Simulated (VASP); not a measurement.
Level of theory: r2SCAN meta-GGA, VASP's PBE PAW potentials (set 64) (plane waves; VASP).

Input for VASP

POSCAR:
```
PbO2
1
    0.0000000000     2.6647745723     2.6647745723
    2.6647745723     0.0000000000     2.6647745723
    2.6647745723     2.6647745723     0.0000000000
Pb O
1 2
Direct
  0.0000000000   0.0000000000   0.0000000000
  0.2500000000   0.2500000000   0.2500000000
  0.7500000000   0.7500000000   0.7500000000
```

### INCAR
```
SYSTEM = PbO2
PREC = Accurate
ENCUT = 520
EDIFF = 1E-7
NELM = 100
ALGO = Normal
LREAL = .FALSE.
LASPH = .TRUE.
ISMEAR = -5
METAGGA = R2SCAN
LMIXTAU = .TRUE.
LMAXMIX = 4
LWAVE = .FALSE.
LCHARG = .FALSE.
LORBIT = 11
NEDOS = 601
ISIF = 2
LEFG = .TRUE.
```

KPOINTS_OPT:
```
k-points along high-symmetry lines
10
Line-mode
Reciprocal
  0.000000   0.000000   0.000000 ! GAMMA
  0.500000   0.000000   0.500000 ! X

  0.500000   0.000000   0.500000 ! X
  0.625000   0.250000   0.625000 ! U

  0.375000   0.375000   0.750000 ! K
  0.000000   0.000000   0.000000 ! GAMMA

  0.000000   0.000000   0.000000 ! GAMMA
  0.500000   0.500000   0.500000 ! L

  0.500000   0.500000   0.500000 ! L
  0.500000   0.250000   0.750000 ! W

  0.500000   0.250000   0.750000 ! W
  0.500000   0.000000   0.500000 ! X
```

File KPOINTS:
```
Automatic
0
G
11 11 11
0 0 0
```

POTCAR, in this order: Pb_d O (PBE.64 set). Program: vasp_std.

The resulting files:

OSZICAR:
```
       N       E                     dE             d eps       ncg     rms          rms(c)
DAV:   1     0.205500644389E+03    0.20550E+03   -0.14494E+04  1912   0.191E+03
DAV:   2    -0.600508921374E+02   -0.26555E+03   -0.25960E+03  2191   0.463E+02
DAV:   3    -0.808215814680E+02   -0.20771E+02   -0.20629E+02  2223   0.142E+02
DAV:   4    -0.813603256541E+02   -0.53874E+00   -0.53812E+00  2353   0.230E+01
DAV:   5    -0.813739359743E+02   -0.13610E-01   -0.13608E-01  2469   0.367E+00    0.873E+00
DAV:   6    -0.703339914433E+02    0.11040E+02   -0.89971E+00  2452   0.675E+01    0.273E+00
DAV:   7    -0.707580150842E+02   -0.42402E+00   -0.13910E+00  1934   0.143E+01    0.186E+00
DAV:   8    -0.710800522983E+02   -0.32204E+00   -0.63569E-01  1906   0.108E+01    0.843E-01
DAV:   9    -0.704958405637E+02    0.58421E+00   -0.45432E-01  1916   0.849E+00    0.360E-01
DAV:  10    -0.707719187824E+02   -0.27608E+00   -0.26251E-01  1906   0.602E+00    0.183E-01
DAV:  11    -0.707709419921E+02    0.97679E-03   -0.52023E-03  2480   0.769E-01    0.219E-01
DAV:  12    -0.707739931342E+02   -0.30511E-02   -0.26055E-03  2288   0.534E-01    0.711E-02
DAV:  13    -0.707809763262E+02   -0.69832E-02   -0.60244E-03  1938   0.888E-01    0.205E-01
DAV:  14    -0.707800457128E+02    0.93061E-03   -0.10865E-03  2149   0.442E-01    0.123E-01
DAV:  15    -0.707802529222E+02   -0.20721E-03   -0.33431E-04  1926   0.251E-01    0.966E-02
DAV:  16    -0.707802635906E+02   -0.10668E-04   -0.65777E-05  1964   0.103E-01    0.817E-02
DAV:  17    -0.707802438365E+02    0.19754E-04   -0.23108E-05  2470   0.588E-02    0.631E-02
DAV:  18    -0.707802161156E+02    0.27721E-04   -0.25372E-05  2320   0.571E-02    0.440E-02
DAV:  19    -0.707802091617E+02    0.69539E-05   -0.17580E-05  2484   0.551E-02    0.267E-02
DAV:  20    -0.707802126624E+02   -0.35007E-05   -0.84682E-06  2435   0.336E-02    0.153E-02
DAV:  21    -0.707802131259E+02   -0.46349E-06   -0.42897E-06  2447   0.228E-02    0.742E-03
DAV:  22    -0.707802140867E+02   -0.96081E-06   -0.11252E-06  2357   0.109E-02    0.321E-03
DAV:  23    -0.707802145828E+02   -0.49605E-06   -0.18180E-07  1120   0.510E-03    0.166E-03
DAV:  24    -0.707802150179E+02   -0.43511E-06   -0.18745E-07  1348   0.390E-03    0.223E-04
DAV:  25    -0.707802150986E+02   -0.80746E-07   -0.20726E-08   980   0.167E-03
   1 F= -.70780215E+02 E0= -.70780215E+02  d E =0.000000E+00
       N       E                     dE             ncg
       N       E                     dE             ncg
```

File OUTCAR:
```
------------------------ aborting loop because EDIFF is reached ----------------------------------------
  FORCE on cell =-STRESS in cart. coord.  units (eV):
  Direction    XX          YY          ZZ          XY          YZ          ZX
  --------------------------------------------------------------------------------------
  Total        0.0101714      0.0101714      0.0101714      0.0000000     -0.0000000      0.0000000
  in kB        0.4306060      0.4306060      0.4306060      0.0000000     -0.0000000      0.0000000
  external PRESSURE =       0.4306060 kB  Pullay stress =       0.0000000 kB
  volume of cell :       37.85
      direct lattice vectors                 reciprocal lattice vectors
     0.000000000  2.664774572  2.664774572    -0.187633132  0.187633132  0.187633132
     2.664774572  0.000000000  2.664774572     0.187633132 -0.187633132  0.187633132
     2.664774572  2.664774572  0.000000000     0.187633132  0.187633132 -0.187633132
 POSITION                                       TOTAL-FORCE (eV/Angst)
 -----------------------------------------------------------------------------------
      0.00000      0.00000      0.00000         0.000000     -0.000000      0.000000
      1.33239      1.33239      1.33239         0.000000      0.000000      0.000000
      3.99716      3.99716      3.99716        -0.000000     -0.000000     -0.000000
 -----------------------------------------------------------------------------------
    total drift:                                0.000000      0.000000      0.000000
  FREE ENERGIE OF THE ION-ELECTRON SYSTEM (eV)
  ---------------------------------------------------
  free  energy   TOTEN  =       -70.7802150986 eV

  energy  without entropy=      -70.7802150986  energy(sigma->0) =      -70.78021510

 total charge

# of ion       s       p       d       tot
------------------------------------------
    1        0.998   0.684   9.997  11.680
    2        1.594   3.399   0.000   4.993
    3        1.594   3.399   0.000   4.993
--------------------------------------------------
tot          4.186   7.482   9.997  21.666

 Electric field gradients after diagonalization (V/A^2)
 (convention: |V_zz| > |V_xx| > |V_yy|)
----------------------------------------------------------------------
 ion       V_xx      V_yy      V_zz     asymmetry (V_yy - V_xx)/ V_zz
----------------------------------------------------------------------
   1       0.000     0.000    -0.000       0.000
   2      -0.003    -0.003     0.006       0.000
   3      -0.003    -0.003     0.006       0.000
```
(Selected blocks of OUTCAR.)

For a metal the tetrahedron method with Blöchl corrections gives inexact stress and forces.

The structure was generated: PbO2 was put into the fluorite type (Fm-3m), which need not be its known phase. It was relaxed first.
